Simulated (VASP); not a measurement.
These are PBEsol GGA, VASP's PBE PAW potentials (set 64) (plane waves; VASP 6.6.1) values and carry that method's errors.

VASP input:

File KPOINTS:
```
Automatic mesh
0
Gamma
10 10 10
0 0 0
```

### INCAR
```
! general
SYSTEM   =  Ge
PREC     =  Accurate
ENCUT    =  480   ! plane-wave cut-off (eV)
LREAL    =  .FALSE.   ! projection in real space or not
LASPH    =  .TRUE.   ! aspherical one-centre terms

! electronic loop
EDIFF    =  1E-7
NELM     =  100
ALGO     =  Normal   ! blocked Davidson
LMAXMIX  =  4   ! l cut-off of mixed one-centre charges

! smearing
ISMEAR   =  1
SIGMA    =  0.1   ! width (eV)

! functional
GGA      =  PS   ! PBEsol

! ions
IBRION   =  2   ! conjugate gradients
NSW      =  30   ! most ionic steps
ISIF     =  2
EDIFFG   =  -0.01   ! ionic stop

! output
LWAVE    =  .FALSE.
LCHARG   =  .FALSE.
```

POSCAR:
```
Ge
1.0
  0.0141597355   2.8319471054   2.8319471054
  2.8319471054   0.0141597355   2.8319471054
  2.8461068409   2.8461068409   0.0000000000
Ge
2
Direct
  0.0000000000   0.0000000000   0.0000000000
  0.2500000000   0.2500000000   0.2500000000
```

POTCAR, in this order: Ge_d (PBE.64 set). Program: vasp_std.

Output of the run:

### OSZICAR
```
       N       E                     dE             d eps       ncg     rms          rms(c)
DAV:   1     0.157046760810E+03    0.15705E+03   -0.14764E+04  6300   0.404E+03
DAV:   2     0.100511076843E+02   -0.14700E+03   -0.14446E+03  6158   0.513E+02
DAV:   3    -0.941052236376E+01   -0.19462E+02   -0.19279E+02  6672   0.143E+02
DAV:   4    -0.100105132688E+02   -0.59999E+00   -0.59900E+00  7136   0.292E+01
DAV:   5    -0.100204384426E+02   -0.99252E-02   -0.99221E-02  6946   0.387E+00    0.325E+00
DAV:   6    -0.991999479585E+01    0.10044E+00   -0.39312E-02  7426   0.267E+00    0.187E+00
DAV:   7    -0.986809606813E+01    0.51899E-01   -0.74352E-02  6358   0.285E+00    0.161E-01
DAV:   8    -0.986916691727E+01   -0.10708E-02   -0.81947E-03  6890   0.147E+00    0.489E-02
DAV:   9    -0.986925633802E+01   -0.89421E-04   -0.31523E-04  7536   0.316E-01    0.157E-02
DAV:  10    -0.986927185592E+01   -0.15518E-04   -0.26644E-05  6752   0.531E-02    0.556E-03
DAV:  11    -0.986927327309E+01   -0.14172E-05   -0.23704E-06  7164   0.138E-02    0.135E-03
DAV:  12    -0.986927309987E+01    0.17321E-06   -0.60660E-07  7724   0.155E-02    0.355E-04
DAV:  13    -0.986927307686E+01    0.23011E-07   -0.19010E-08  3350   0.253E-03
   1 F= -.98692731E+01 E0= -.98692724E+01  d E =-.986927E+01
       N       E                     dE             d eps       ncg     rms          rms(c)
DAV:   1    -0.986942567193E+01   -0.15257E-03   -0.15248E-01  6572   0.353E+00    0.256E-02
DAV:   2    -0.986961161844E+01   -0.18595E-03   -0.19244E-03  6576   0.526E-01    0.130E-02
DAV:   3    -0.986961369436E+01   -0.20759E-05   -0.40329E-05  7720   0.725E-02    0.619E-03
DAV:   4    -0.986961339178E+01    0.30258E-06   -0.16245E-06  8090   0.198E-02    0.956E-04
DAV:   5    -0.986961341479E+01   -0.23012E-07   -0.28693E-07  5112   0.681E-03
   2 F= -.98696134E+01 E0= -.98696191E+01  d E =-.340338E-03
```

**OUTCAR**
```
------------------------ aborting loop because EDIFF is reached ----------------------------------------
  FORCE on cell =-STRESS in cart. coord.  units (eV):
  Direction    XX          YY          ZZ          XY          YZ          ZX
  --------------------------------------------------------------------------------------
  Total        0.0581803      0.0581803      0.0569192     -0.1618810      0.0000000      0.0000000
  in kB        2.0521620      2.0521620      2.0076820     -5.7099456      0.0000000      0.0000000
  external PRESSURE =       2.0373353 kB  Pullay stress =       0.0000000 kB
  volume of cell :       45.42
      direct lattice vectors                 reciprocal lattice vectors
     0.014159735  2.831947105  2.831947105    -0.177444191  0.177444191  0.176556970
     2.831947105  0.014159735  2.831947105     0.177444191 -0.177444191  0.176556970
     2.846106841  2.846106841  0.000000000     0.175678577  0.175678577 -0.176556970
 POSITION                                       TOTAL-FORCE (eV/Angst)
 -----------------------------------------------------------------------------------
      2.84611      2.84611      0.00412         0.000000      0.000000     -0.003021
      1.42305      1.42305      1.41185        -0.000000     -0.000000      0.003021
 -----------------------------------------------------------------------------------
    total drift:                                0.000000      0.000000      0.000000
  FREE ENERGIE OF THE ION-ELECTRON SYSTEM (eV)
  ---------------------------------------------------
  free  energy   TOTEN  =        -9.8696134148 eV

  energy  without entropy=       -9.8696305901  energy(sigma->0) =       -9.86961914

 reached required accuracy - stopping structural energy minimisation
```
(Selected blocks of OUTCAR.)

File CONTCAR:
```
Ge
   1.00000000000000
     0.0141597355000000    2.8319471053999998    2.8319471053999998
     2.8319471053999998    0.0141597355000000    2.8319471053999998
     2.8461068409000001    2.8461068409000001    0.0000000000000000
  Ge
     2
Direct
     0.0007279450749795    0.0007279450749795    0.9992720549250205
     0.2492720549250205    0.2492720549250205    0.2507279450749795
```

OUTCAR:
```
 val. band max:        4.8295774661   @ k =   0.0000   0.0000   0.0000

 cond. band min:       4.8773031348   @ k =   0.0000   0.0000   0.0000


 Fermi energy:         4.8494318000

 k-point     1 :       0.0000    0.0000    0.0000
  band No.  band energies     occupation
      1     -19.9318      2.00000
      2     -19.9282      2.00000
      3     -19.9246      2.00000
      4     -19.8921      2.00000
      5     -19.8920      2.00000
      6     -19.6860      2.00000
      7     -19.6817      2.00000
      8     -19.6775      2.00000
      9     -19.6682      2.00000
     10     -19.6682      2.00000
     11      -7.9416      2.00000
     12       4.7848      1.87965
     13       4.7911      1.82524
     14       4.8296      1.32881
     15       4.8773      0.54797
     16       7.3152      0.00000
     17       7.3655      0.00000
     18       7.4082      0.00000

 k-point     2 :       0.1000   -0.0000    0.0000
  band No.  band energies     occupation
      1     -19.9353      2.00000
      2     -19.9309      2.00000
      3     -19.9285      2.00000
      4     -19.8841      2.00000
      5     -19.8837      2.00000
      6     -19.6934      2.00000
      7     -19.6900      2.00000
      8     -19.6808      2.00000
      9     -19.6620      2.00000
     10     -19.6601      2.00000
     11      -7.8186      2.00000
     12       2.9767      2.00000
     13       4.5535      2.00023
     14       4.6099      2.00365
     15       5.7788     -0.00000
     16       7.6273      0.00000
     17       7.6888      0.00000
     18       7.9686      0.00000

 k-point     3 :       0.2000   -0.0000    0.0000
  band No.  band energies     occupation
      1     -19.9435      2.00000
      2     -19.9402      2.00000
      3     -19.9239      2.00000
      4     -19.8696      2.00000
      5     -19.8694      2.00000
      6     -19.7044      2.00000
      7     -19.7026      2.00000
      8     -19.6868      2.00000
      9     -19.6536      2.00000
...
```

The compound is Ge in the diamond structure. This cell was strained or had an atom moved on purpose. Symmetry was kept, so distortions that lower it aren't found.
